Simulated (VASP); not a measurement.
Given:

```
CELL_PARAMETERS angstrom
      1.57223    -2.72319     0.00000
      1.57223     2.72319     0.00000
      0.00000     0.00000    12.25072
ATOMIC_POSITIONS crystal
  Mo 0.33333 0.66667 0.25000
  Mo 0.66667 0.33333 0.75000
  S  0.33333 0.66667 0.87716
  S  0.66667 0.33333 0.37716
  S  0.66667 0.33333 0.12284
  S  0.33333 0.66667 0.62284
```

Method: optB86b-vdW, VASP's PBE PAW potentials (set 64) (plane waves; VASP). Settings: 520 eV cut-off, 7×7×2 Γ-centred mesh, Gaussian smearing of 0.050 eV, potentials Mo_sv S.

### Question
The ions, cell shape and volume are relaxed. Give the cell that the relaxation ends in.

### Answer

```
CELL_PARAMETERS angstrom
      1.58325    -2.74227     0.00000
      1.58325     2.74227     0.00000
      0.00000     0.00000    12.31293
ATOMIC_POSITIONS crystal
  Mo 0.33333 0.66667 0.25000
  Mo 0.66667 0.33333 0.75000
  S  0.33333 0.66667 0.87743
  S  0.66667 0.33333 0.37743
  S  0.66667 0.33333 0.12257
  S  0.33333 0.66667 0.62257
```
Space group P6_3/mmc (194), at a tolerance of 0.03 Å.

### Question
How do energy and volume change from the first to the last step?

### Answer
The energy (σ→0) changes by -3.8 meV/atom and the volume by +1.9 %, in 5 ionic steps.

```json
[
 {"step": "1", "E(σ→0) (eV)": "-32.5243", "max force (eV/Å)": "0.336", "pressure (GPa)": "3.33", "volume (Å³)": "104.90"},
 {"step": "2", "E(σ→0) (eV)": "-32.4579", "max force (eV/Å)": "0.780", "pressure (GPa)": "-5.72", "volume (Å³)": "110.51"},
 {"step": "3", "E(σ→0) (eV)": "-32.5464", "max force (eV/Å)": "0.061", "pressure (GPa)": "0.08", "volume (Å³)": "106.73"},
 {"step": "4", "E(σ→0) (eV)": "-32.5464", "max force (eV/Å)": "0.053", "pressure (GPa)": "0.13", "volume (Å³)": "106.69"},
 {"step": "5", "E(σ→0) (eV)": "-32.5471", "max force (eV/Å)": "0.014", "pressure (GPa)": "0.05", "volume (Å³)": "106.92"}
]
```

The compound is MoS2 in the 2H layered structure. This run relaxes it. Symmetry was kept, so distortions that lower it aren't found.
